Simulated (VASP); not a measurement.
Data:

```
Ge
1.0
    0.00000     2.83247     2.83247
    2.83247     0.00000     2.83247
    2.83247     2.83247     0.00000
Ge
2
Direct
  0.00000   0.00000   0.00000
  0.25000   0.25000   0.25000
```

The numbers are results of r2SCAN meta-GGA, VASP's PBE PAW potentials (set 64) (plane waves; VASP), not measurements. Run with 480 eV cut-off, 8×8×8 Γ-centred mesh, Gaussian smearing of 0.050 eV, potentials Ge_d.

Stress in GPa, positive for a compressed cell; the cube axes lie along x, y and z, and the ions stay on their sites.

```json
[
 {"strain": "none", "σxx": "0.21", "σyy": "0.21", "σzz": "0.21"},
 {"strain": "εyy = -0.5 %", "σxx": "0.44", "σyy": "0.86", "σzz": "0.44"},
 {"strain": "εxx = -2.0 %", "σxx": "2.91", "σyy": "1.29", "σzz": "1.29"},
 {"strain": "εxx = -1.5 %, εyy = -1.5 %, εzz = -1.5 %", "σxx": "4.05", "σyy": "4.05", "σzz": "4.05"},
 {"strain": "εxx = -1.0 %, εzz = -1.0 %", "σxx": "2.10", "σyy": "1.25", "σzz": "2.10"}
]
```

Problem. Fit C11 and C12 to these rows, and predict the stress for εxx = +4.0 %.

Solution. Least squares on Δσ_i = −C11 ε_i − C12 (ε_j + ε_k) over all components shown gives C11 = 139 GPa and C12 = 57 GPa, and so σxx, σyy, σzz = -5.33, -2.05, -2.05 GPa. The run gave -4.49, -1.23, -1.23 GPa; the difference holds the non-linear terms and numerical noise.

Left out are shears, moved atoms, failed runs and, from the fit, strains over 2.5 %.

The compound is Ge in the diamond structure.
